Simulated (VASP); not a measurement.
# MgSc2Se4: structure and properties in VASP, part 5 of 8

What structure does MgSc2Se4 take at this level, and what are its properties? The start is a computed cell from the Materials Project.

VASP 6.6.1; PBEsol; plane waves and PAW (Mg, Sc_sv, Se).

So far, gap on the k-mesh (eV): step 2 (relaxing cell and atoms (PBEsol)) 0.993; step 3 (second relaxation) 0.993; step 4 (single point with fields (PBEsol)) 0.993; step 6 (total and projected DOS (PBEsol)) 0.994.

## 7. Field gradients at the nuclei (PBEsol)

Field gradients probe how far the charge around each nucleus departs from cubic symmetry; LASPH keeps the non-spherical terms inside the spheres.

File INCAR:

```
SYSTEM = MgSc2Se4
PREC = Accurate
ENCUT = 400
EDIFF = 1E-07
NELM = 100
ISMEAR = 0
SIGMA = 0.05
LREAL = .FALSE.
ALGO = Normal
GGA = PS
NBANDS = 62
LASPH = .TRUE.
LORBIT = 11
LWAVE = .FALSE.
LCHARG = .FALSE.
KPAR = 8
LEFG = .TRUE.
```

File POSCAR:

```
MgSc2Se4
1.0
    0.0000000000      5.5479961736      5.5479961736
    5.5479961736      0.0000000000      5.5479961736
    5.5479961736      5.5479961736      0.0000000000
Mg Sc Se
2 4 8
Direct
    0.2500000000      0.2500000000      0.2500000000
    0.0000000000      0.0000000000      0.0000000000
    0.1250000000      0.6250000000      0.6250000000
    0.6250000000      0.1250000000      0.6250000000
    0.6250000000      0.6250000000      0.1250000000
    0.6250000000      0.6250000000      0.6250000000
    0.8515504643      0.3828165152      0.3828165152
    0.3828165152      0.8515504643      0.3828165152
    0.3828165152      0.3828165152      0.8515504643
    0.3828165152      0.3828165152      0.3828165152
    0.3984495357      0.8671834848      0.8671834848
    0.8671834848      0.3984495357      0.8671834848
    0.8671834848      0.8671834848      0.3984495357
    0.8671834848      0.8671834848      0.8671834848
```

File KPOINTS:

```
Automatic mesh
0
Gamma
4 4 4
0 0 0
```

Potentials, in the order of the species: Mg, Sc_sv and Se (PBE family, release 64).

Started as:

```sh
$ mpirun -np 8 vasp_std
```

The program printed:

```text
[... set-up lines as in an earlier step ...]
 entering main loop
       N       E                     dE             d eps       ncg     rms          rms(c)
[... 14 cycles as in an earlier step ...]
DAV:  15    -0.826491041633E+02    0.10923E-04   -0.22589E-05  1488   0.248E-02    0.257E-02
DAV:  16    -0.826491030998E+02    0.10635E-05   -0.75967E-06  1240   0.904E-03    0.675E-03
DAV:  17    -0.826491030477E+02    0.52074E-07   -0.27021E-06  1512   0.843E-03    0.222E-03
DAV:  18    -0.826491035026E+02   -0.45490E-06   -0.14445E-06  1344   0.524E-03    0.773E-03
DAV:  19    -0.826491031185E+02    0.38415E-06   -0.32644E-07  1080   0.272E-03    0.114E-03
DAV:  20    -0.826491030700E+02    0.48482E-07   -0.10077E-07   688   0.144E-03
ion   1
     0.0000000    -0.0000000    -0.0000000     0.0000000     0.0000000    -0.0000000
     0.0000337    -0.0000000    -0.0000000     0.0000000     0.0000000    -0.0000000
     0.0000464    -0.0000000    -0.0000000     0.0000000     0.0000000    -0.0000000
     0.0000638    -0.0000000    -0.0000000     0.0000000     0.0000000    -0.0000000
     0.0000879    -0.0000000    -0.0000000     0.0000000     0.0000000    -0.0000000

     0.0000000    -0.0000000    -0.0000000     0.0000000     0.0000000    -0.0000000
     0.0000337    -0.0000000    -0.0000000     0.0000000     0.0000000    -0.0000000
     0.0000464    -0.0000000    -0.0000000     0.0000000     0.0000000    -0.0000000
     0.0000638    -0.0000000    -0.0000000     0.0000000     0.0000000    -0.0000000
     0.0000879    -0.0000000    -0.0000000     0.0000000     0.0000000    -0.0000000

ion   2
     0.0000000    -0.0000000    -0.0000000    -0.0000000    -0.0000000     0.0000000
     0.0000337    -0.0000000    -0.0000000    -0.0000000    -0.0000000     0.0000000
     0.0000464    -0.0000000    -0.0000000    -0.0000000    -0.0000000     0.0000000
     0.0000638    -0.0000000    -0.0000000    -0.0000000    -0.0000000     0.0000000
     0.0000879    -0.0000000    -0.0000000    -0.0000000    -0.0000000     0.0000000

     0.0000000    -0.0000000    -0.0000000    -0.0000000    -0.0000000     0.0000000
     0.0000337    -0.0000000    -0.0000000    -0.0000000    -0.0000000     0.0000000
     0.0000464    -0.0000000    -0.0000000    -0.0000000    -0.0000000     0.0000000
     0.0000638    -0.0000000    -0.0000000    -0.0000000    -0.0000000     0.0000000
     0.0000879    -0.0000000    -0.0000000    -0.0000000    -0.0000000     0.0000000

ion   3
     0.0000000     0.0694793    -0.0694793     0.0000000     0.0694793     0.0000000
     0.0000413     0.0694793    -0.0694793     0.0000000     0.0694793     0.0000000
     0.0000569     0.0694793    -0.0694793     0.0000000     0.0694793     0.0000000
     0.0000784     0.0694793    -0.0694793     0.0000000     0.0694793     0.0000000
     0.0001079     0.0694793    -0.0694793     0.0000000     0.0694793     0.0000000

     0.0000000     1.1589531    -1.1589531    -0.0000000     1.1589531     0.0000000
     0.0000413     1.1589482    -1.1589482    -0.0000000     1.1589482     0.0000000
     0.0000569     1.1589455    -1.1589455    -0.0000000     1.1589455     0.0000000
     0.0000784     1.1589410    -1.1589410    -0.0000000     1.1589410     0.0000000
     0.0001079     1.1589337    -1.1589337    -0.0000000     1.1589337     0.0000000

ion   4
     0.0000000     0.0694793     0.0694793     0.0000000    -0.0694793    -0.0000000
     0.0000413     0.0694793     0.0694793     0.0000000    -0.0694793    -0.0000000
     0.0000569     0.0694793     0.0694793     0.0000000    -0.0694793    -0.0000000
     0.0000784     0.0694793     0.0694793     0.0000000    -0.0694793    -0.0000000
     0.0001079     0.0694793     0.0694793     0.0000000    -0.0694793    -0.0000000

     0.0000000     1.1589531     1.1589531    -0.0000000    -1.1589531    -0.0000000
     0.0000413     1.1589482     1.1589482    -0.0000000    -1.1589482    -0.0000000
     0.0000569     1.1589455     1.1589455    -0.0000000    -1.1589455    -0.0000000
     0.0000784     1.1589410     1.1589410    -0.0000000    -1.1589410    -0.0000000
     0.0001079     1.1589337     1.1589337    -0.0000000    -1.1589337    -0.0000000

ion   5
     0.0000000    -0.0694793     0.0694793     0.0000000     0.0694793    -0.0000000
     0.0000413    -0.0694793     0.0694793     0.0000000     0.0694793    -0.0000000
     0.0000569    -0.0694793     0.0694793     0.0000000     0.0694793    -0.0000000
     0.0000784    -0.0694793     0.0694793     0.0000000     0.0694793    -0.0000000
     0.0001079    -0.0694793     0.0694793     0.0000000     0.0694793    -0.0000000

     0.0000000    -1.1589531     1.1589531    -0.0000000     1.1589531     0.0000000
     0.0000413    -1.1589482     1.1589482    -0.0000000     1.1589482     0.0000000
     0.0000569    -1.1589455     1.1589455    -0.0000000     1.1589455     0.0000000
     0.0000784    -1.1589410     1.1589410    -0.0000000     1.1589410     0.0000000
     0.0001079    -1.1589337     1.1589337    -0.0000000     1.1589337     0.0000000

ion   6
     0.0000000    -0.0694793    -0.0694793     0.0000000    -0.0694793     0.0000000
     0.0000413    -0.0694793    -0.0694793     0.0000000    -0.0694793     0.0000000
     0.0000569    -0.0694793    -0.0694793     0.0000000    -0.0694793     0.0000000
     0.0000784    -0.0694793    -0.0694793     0.0000000    -0.0694793     0.0000000
     0.0001079    -0.0694793    -0.0694793     0.0000000    -0.0694793     0.0000000

     0.0000000    -1.1589531    -1.1589531     0.0000000    -1.1589531     0.0000000
     0.0000413    -1.1589482    -1.1589482     0.0000000    -1.1589482     0.0000000
     0.0000569    -1.1589455    -1.1589455     0.0000000    -1.1589455     0.0000000
     0.0000784    -1.1589410    -1.1589410     0.0000000    -1.1589410     0.0000000
     0.0001079    -1.1589337    -1.1589337     0.0000000    -1.1589337     0.0000000

ion   7
     0.0000000    -0.0144226     0.0144226     0.0000000    -0.0144226    -0.0000000
     0.0000499    -0.0144226     0.0144226     0.0000000    -0.0144226    -0.0000000
     0.0000687    -0.0144226     0.0144226     0.0000000    -0.0144226    -0.0000000
     0.0000946    -0.0144226     0.0144226     0.0000000    -0.0144226    -0.0000000
     0.0001302    -0.0144226     0.0144226     0.0000000    -0.0144226    -0.0000000

     0.0000000    16.9521857   -16.9521857     0.0000000    16.9521857    -0.0000000
     0.0000499    16.9515161   -16.9515161     0.0000000    16.9515161    -0.0000000
     0.0000687    16.9511478   -16.9511478     0.0000000    16.9511478    -0.0000000
     0.0000946    16.9505549   -16.9505549     0.0000000    16.9505549    -0.0000000
     0.0001302    16.9496061   -16.9496061     0.0000000    16.9496061    -0.0000000

ion   8
     0.0000000    -0.0144226    -0.0144226    -0.0000000     0.0144226    -0.0000000
     0.0000499    -0.0144226    -0.0144226    -0.0000000     0.0144226    -0.0000000
     0.0000687    -0.0144226    -0.0144226    -0.0000000     0.0144226    -0.0000000
     0.0000946    -0.0144226    -0.0144226    -0.0000000     0.0144226    -0.0000000
     0.0001302    -0.0144226    -0.0144226    -0.0000000     0.0144226    -0.0000000

     0.0000000    16.9521857    16.9521857    -0.0000000   -16.9521857    -0.0000000
     0.0000499    16.9515161    16.9515161    -0.0000000   -16.9515161    -0.0000000
     0.0000687    16.9511478    16.9511478    -0.0000000   -16.9511478    -0.0000000
     0.0000946    16.9505549    16.9505549    -0.0000000   -16.9505549    -0.0000000
     0.0001302    16.9496061    16.9496061    -0.0000000   -16.9496061    -0.0000000

ion   9
     0.0000000     0.0144226    -0.0144226     0.0000000    -0.0144226     0.0000000
     0.0000499     0.0144226    -0.0144226     0.0000000    -0.0144226     0.0000000
     0.0000687     0.0144226    -0.0144226     0.0000000    -0.0144226     0.0000000
     0.0000946     0.0144226    -0.0144226     0.0000000    -0.0144226     0.0000000
     0.0001302     0.0144226    -0.0144226     0.0000000    -0.0144226     0.0000000

     0.0000000   -16.9521857    16.9521857     0.0000000    16.9521857     0.0000000
     0.0000499   -16.9515161    16.9515161     0.0000000    16.9515161     0.0000000
     0.0000687   -16.9511478    16.9511478     0.0000000    16.9511478     0.0000000
     0.0000946   -16.9505549    16.9505549     0.0000000    16.9505549     0.0000000
     0.0001302   -16.9496061    16.9496061     0.0000000    16.9496061     0.0000000

ion  10
     0.0000000     0.0144226     0.0144226    -0.0000000     0.0144226    -0.0000000
     0.0000499     0.0144226     0.0144226    -0.0000000     0.0144226    -0.0000000
     0.0000687     0.0144226     0.0144226    -0.0000000     0.0144226    -0.0000000
     0.0000946     0.0144226     0.0144226    -0.0000000     0.0144226    -0.0000000
     0.0001302     0.0144226     0.0144226    -0.0000000     0.0144226    -0.0000000

     0.0000000   -16.9521857   -16.9521857    -0.0000000   -16.9521857    -0.0000000
     0.0000499   -16.9515161   -16.9515161    -0.0000000   -16.9515161    -0.0000000
     0.0000687   -16.9511478   -16.9511478    -0.0000000   -16.9511478    -0.0000000
     0.0000946   -16.9505549   -16.9505549    -0.0000000   -16.9505549    -0.0000000
     0.0001302   -16.9496061   -16.9496061    -0.0000000   -16.9496061    -0.0000000

ion  11
     0.0000000    -0.0144226     0.0144226     0.0000000    -0.0144226     0.0000000
     0.0000499    -0.0144226     0.0144226     0.0000000    -0.0144226     0.0000000
     0.0000687    -0.0144226     0.0144226     0.0000000    -0.0144226     0.0000000
     0.0000946    -0.0144226     0.0144226     0.0000000    -0.0144226     0.0000000
     0.0001302    -0.0144226     0.0144226     0.0000000    -0.0144226     0.0000000

     0.0000000    16.9521857   -16.9521857     0.0000000    16.9521857     0.0000000
     0.0000499    16.9515161   -16.9515161     0.0000000    16.9515161     0.0000000
     0.0000687    16.9511478   -16.9511478     0.0000000    16.9511478     0.0000000
     0.0000946    16.9505549   -16.9505549     0.0000000    16.9505549     0.0000000
     0.0001302    16.9496061   -16.9496061     0.0000000    16.9496061     0.0000000

ion  12
     0.0000000    -0.0144226    -0.0144226     0.0000000     0.0144226     0.0000000
     0.0000499    -0.0144226    -0.0144226     0.0000000     0.0144226     0.0000000
     0.0000687    -0.0144226    -0.0144226     0.0000000     0.0144226     0.0000000
     0.0000946    -0.0144226    -0.0144226     0.0000000     0.0144226     0.0000000
     0.0001302    -0.0144226    -0.0144226     0.0000000     0.0144226     0.0000000

     0.0000000    16.9521857    16.9521857     0.0000000   -16.9521857     0.0000000
     0.0000499    16.9515161    16.9515161     0.0000000   -16.9515161     0.0000000
     0.0000687    16.9511478    16.9511478     0.0000000   -16.9511478     0.0000000
     0.0000946    16.9505549    16.9505549     0.0000000   -16.9505549     0.0000000
     0.0001302    16.9496061    16.9496061     0.0000000   -16.9496061     0.0000000

ion  13
     0.0000000     0.0144226    -0.0144226    -0.0000000    -0.0144226    -0.0000000
     0.0000499     0.0144226    -0.0144226    -0.0000000    -0.0144226    -0.0000000
     0.0000687     0.0144226    -0.0144226    -0.0000000    -0.0144226    -0.0000000
     0.0000946     0.0144226    -0.0144226    -0.0000000    -0.0144226    -0.0000000
     0.0001302     0.0144226    -0.0144226    -0.0000000    -0.0144226    -0.0000000

     0.0000000   -16.9521857    16.9521857    -0.0000000    16.9521857    -0.0000000
     0.0000499   -16.9515161    16.9515161    -0.0000000    16.9515161    -0.0000000
     0.0000687   -16.9511478    16.9511478    -0.0000000    16.9511478    -0.0000000
     0.0000946   -16.9505549    16.9505549    -0.0000000    16.9505549    -0.0000000
     0.0001302   -16.9496061    16.9496061    -0.0000000    16.9496061    -0.0000000

ion  14
     0.0000000     0.0144226     0.0144226     0.0000000     0.0144226     0.0000000
     0.0000499     0.0144226     0.0144226     0.0000000     0.0144226     0.0000000
     0.0000687     0.0144226     0.0144226     0.0000000     0.0144226     0.0000000
     0.0000946     0.0144226     0.0144226     0.0000000     0.0144226     0.0000000
     0.0001302     0.0144226     0.0144226     0.0000000     0.0144226     0.0000000

     0.0000000   -16.9521857   -16.9521857     0.0000000   -16.9521857     0.0000000
     0.0000499   -16.9515161   -16.9515161     0.0000000   -16.9515161     0.0000000
     0.0000687   -16.9511478   -16.9511478     0.0000000   -16.9511478     0.0000000
     0.0000946   -16.9505549   -16.9505549     0.0000000   -16.9505549     0.0000000
     0.0001302   -16.9496061   -16.9496061     0.0000000   -16.9496061     0.0000000

   1 F= -.82649103E+02 E0= -.82649103E+02  d E =-.276012E-11
```

Wall time 77 s (8 MPI ranks of AMD EPYC 7R43, shared host); peak memory 3.2 GiB; 10 min of CPU time.

OUTCAR, selected parts (step 7):

```text
   NELECT =      96.0000    total number of electrons

 E-fermi :   2.6832

 k-point     1 :       0.0000    0.0000    0.0000
  band No.  band energies     occupation
    ...
     44       1.4421      2.00000
     45       1.4421      2.00000
     46       2.4596      2.00000
     47       2.4596      2.00000
     48       2.4596      2.00000
     49       3.4525      0.00000
     50       3.7332      0.00000
     51       3.7332      0.00000
     52       4.5774      0.00000
     53       4.5774      0.00000
    ...

  Total       -0.0118295     -0.0118295     -0.0118295      0.0000000      0.0000000     -0.0000000
  in kB       -0.0554933     -0.0554933     -0.0554933      0.0000000      0.0000000     -0.0000000
  external PRESSURE =      -0.0554933 kB  Pullay stress =       0.0000000 kB

 POSITION                                       TOTAL-FORCE (eV/Angst)
 -----------------------------------------------------------------------------------
      2.77400      2.77400      2.77400         0.000000      0.000000      0.000000
      0.00000      0.00000      0.00000         0.000000      0.000000      0.000000
      6.93500      4.16100      4.16100         0.000000      0.000000      0.000000
      4.16100      6.93500      4.16100         0.000000      0.000000      0.000000
      4.16100      4.16100      6.93500         0.000000      0.000000      0.000000
      6.93500      6.93500      6.93500         0.000000      0.000000      0.000000
      4.24773      6.84826      6.84826         0.000841     -0.000841     -0.000841
      6.84826      4.24773      6.84826        -0.000841      0.000841     -0.000841
      6.84826      6.84826      4.24773        -0.000841     -0.000841      0.000841
      4.24773      4.24773      4.24773         0.000841      0.000841      0.000841
      9.62226      7.02173      7.02173        -0.000841      0.000841      0.000841
      7.02173      9.62226      7.02173         0.000841     -0.000841      0.000841
      7.02173      7.02173      9.62226         0.000841      0.000841     -0.000841
      9.62226      9.62226      9.62226        -0.000841     -0.000841     -0.000841
 -----------------------------------------------------------------------------------
    total drift:                               -0.000000     -0.000000      0.000000

  FREE ENERGIE OF THE ION-ELECTRON SYSTEM (eV)
  ---------------------------------------------------
  free  energy   TOTEN  =       -82.6491030700 eV

  energy  without entropy=      -82.6491030700  energy(sigma->0) =      -82.64910307

 Electric field gradients after diagonalization (V/A^2)
 (convention: |V_zz| > |V_xx| > |V_yy|)
----------------------------------------------------------------------
 ion       V_xx      V_yy      V_zz     asymmetry (V_yy - V_xx)/ V_zz
----------------------------------------------------------------------
   1      -0.000    -0.000     0.000       0.000
   2      -0.000    -0.000     0.000       0.000
   3      -1.517    -1.515     3.032       0.001
   4      -1.517    -1.515     3.032       0.001
   5      -1.517    -1.515     3.032       0.001
   6      -1.518    -1.518     3.035       0.000
   7     -18.978   -18.977    37.955       0.000
   8     -18.978   -18.977    37.955       0.000
   9     -18.978   -18.977    37.955       0.000
  10     -18.977   -18.977    37.954       0.000
  11     -18.978   -18.977    37.955       0.000
  12     -18.978   -18.977    37.955       0.000
  13     -18.978   -18.977    37.955       0.000
  14     -18.977   -18.977    37.954       0.000
----------------------------------------------------------------------

[... 9 parts as in an earlier step ...]

[... 8 further parts left out ...]
```

Numbers from this step:

| Item | Value |
| --- | --- |
| SCF cycles | 20 |
| bands | 62 |
| irreducible k-points | 8 |
| free energy (TOTEN) | -82.6491 eV |
| Fermi energy | 2.683 eV |
| pressure | -0.005549 GPa |
| gap on the k-mesh | 0.9929 eV |
| least direct gap on the k-mesh | 0.9929 eV |

Electric field gradients, by row:

| atom | Vxx (V/Å²) | Vyy (V/Å²) | Vzz (V/Å²) | asymmetry |
| --- | --- | --- | --- | --- |
| Mg1 | 0 | 0 | 0 | - |
| Mg2 | 0 | 0 | 0 | - |
| Sc3 | -1.517 | -1.515 | 3.032 | 0.001 |
| Sc4 | -1.517 | -1.515 | 3.032 | 0.001 |
| Sc5 | -1.517 | -1.515 | 3.032 | 0.001 |
| Sc6 | -1.518 | -1.518 | 3.035 | 0 |
| Se7 | -18.98 | -18.98 | 37.95 | 0 |
| Se8 | -18.98 | -18.98 | 37.95 | 0 |
| Se9 | -18.98 | -18.98 | 37.95 | 0 |
| Se10 | -18.98 | -18.98 | 37.95 | 0 |
| Se11 | -18.98 | -18.98 | 37.95 | 0 |
| Se12 | -18.98 | -18.98 | 37.95 | 0 |
| Se13 | -18.98 | -18.98 | 37.95 | 0 |
| Se14 | -18.98 | -18.98 | 37.95 | 0 |

The largest gradient, 37.95 V/Å², sits on Se7 and like sites; the stable nuclei of Se have no quadrupole moment in their ground state, so NMR and NQR don't see it.

(Part 5 of 8 ends here.)

[Lines on the potential files, build, host, timing and source positions are cut from VASP's logs without a mark.]

[Logs are printed without paths, hosts, clocks, repeated set-up lines and the standing remarks that a program may print on its own settings, such as how far it seeks lower states.]

[Hosts, paths, dates, database ids (printed as entryN), source tags and the programs' standing remarks are cut or masked in the printed files.]

[A measured line is paired with the nearest computed mode of its activity, which favours agreement.]

[In band tables of VASP the shares of atoms and orbitals are scaled to a sum of 1 inside the atoms' spheres.]
